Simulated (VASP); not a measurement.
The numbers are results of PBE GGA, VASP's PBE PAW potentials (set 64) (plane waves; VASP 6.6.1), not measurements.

VASP ran on this input.

POSCAR:
```
TiB2
1
    1.5453000000    -2.6765380000     0.0000000000
    1.5453000000     2.6765380000     0.0000000000
    0.0000000000     0.0000000000     3.2946000000
Ti B
1 2
Direct
  0.0000000000   0.0000000000   0.0000000000
  0.3333330000   0.6666670000   0.5000000000
  0.6666670000   0.3333330000   0.5000000000
```

INCAR:
```
ALGO = Normal   # blocked Davidson
ISMEAR = 1
NELM = 100   # most electronic steps
EDIFF = 1E-6   # SCF stop (eV)
SYSTEM = TiB2
LASPH = .TRUE.   # aspherical one-centre terms
LMAXMIX = 4
GGA = PE   # PBE
LCHARG = .FALSE.
NBANDS = 10
ISIF = 2   # forces and stress, cell fixed
ENCUT = 520
LWAVE = .FALSE.
LREAL = .FALSE.   # projection in real space or not
SIGMA = 0.1   # width (eV)
PREC = Accurate
```

File KPOINTS:
```
Automatic mesh
0
Gamma
10 10 8
0 0 0
```

POTCAR, in this order: Ti_sv B (PBE.64 set). Program: vasp_std.

Output

OSZICAR:
```
       N       E                     dE             d eps       ncg     rms          rms(c)
DAV:   1     0.128366710939E+03    0.12837E+03   -0.95997E+03  1400   0.205E+03
DAV:   2    -0.142382494740E+02   -0.14260E+03   -0.14064E+03  1424   0.452E+02
DAV:   3    -0.287917210860E+02   -0.14553E+02   -0.14317E+02  2016   0.124E+02
DAV:   4    -0.293999940635E+02   -0.60827E+00   -0.59837E+00  1732   0.244E+01
DAV:   5    -0.294312804665E+02   -0.31286E-01   -0.30374E-01  2008   0.478E+00    0.155E+01
DAV:   6    -0.243499213074E+02    0.50814E+01   -0.34908E+01  1748   0.755E+01    0.372E+00
DAV:   7    -0.243500127666E+02   -0.91459E-04   -0.18152E+00  1688   0.198E+01    0.269E+00
DAV:   8    -0.243556854111E+02   -0.56726E-02   -0.13145E-01  2002   0.405E+00    0.317E-01
DAV:   9    -0.243544616825E+02    0.12237E-02   -0.27309E-02  1768   0.174E+00    0.148E-01
DAV:  10    -0.243544285034E+02    0.33179E-04   -0.15190E-03  1768   0.561E-01    0.580E-02
DAV:  11    -0.243544398668E+02   -0.11363E-04   -0.17696E-04  2154   0.207E-01    0.165E-02
DAV:  12    -0.243544401818E+02   -0.31506E-06   -0.11610E-05  1660   0.441E-02    0.583E-03
DAV:  13    -0.243544393325E+02    0.84932E-06   -0.81138E-06  1864   0.384E-02
   1 F= -.24354439E+02 E0= -.24354003E+02  d E =-.130967E-02
```

OUTCAR:
```
------------------------ aborting loop because EDIFF is reached ----------------------------------------
  FORCE on cell =-STRESS in cart. coord.  units (eV):
  Direction    XX          YY          ZZ          XY          YZ          ZX
  --------------------------------------------------------------------------------------
  Total       -2.4235691     -2.4235689     -1.9440261      0.0000000      0.0000000     -0.0000000
  in kB     -142.4777617   -142.4777496   -114.2861925      0.0000000      0.0000000     -0.0000000
  external PRESSURE =    -133.0805679 kB  Pullay stress =       0.0000000 kB
  volume of cell :       27.25
      direct lattice vectors                 reciprocal lattice vectors
     1.545300000 -2.676538000  0.000000000     0.323561768 -0.186808482  0.000000000
     1.545300000  2.676538000  0.000000000     0.323561768  0.186808482  0.000000000
     0.000000000  0.000000000  3.294600000     0.000000000  0.000000000  0.303526984
 POSITION                                       TOTAL-FORCE (eV/Angst)
 -----------------------------------------------------------------------------------
      0.00000      0.00000      0.00000        -0.000000     -0.000000     -0.000000
      1.54530      0.89218      1.64730        -0.000000     -0.000000     -0.000000
      1.54530     -0.89218      1.64730         0.000000      0.000000      0.000000
 -----------------------------------------------------------------------------------
    total drift:                                0.000000     -0.000000      0.000000
  FREE ENERGIE OF THE ION-ELECTRON SYSTEM (eV)
  ---------------------------------------------------
  free  energy   TOTEN  =       -24.3544393325 eV

  energy  without entropy=      -24.3531296627  energy(sigma->0) =      -24.35400278
```
(Selected blocks of OUTCAR.)

The compound is TiB2 in the AlB2 type structure. The cell was not relaxed at this level. The run is one of a series of settings (NBANDS = 10 against the base run), some of them coarse on purpose. VASP warned that the highest band is occupied, so more bands are needed.
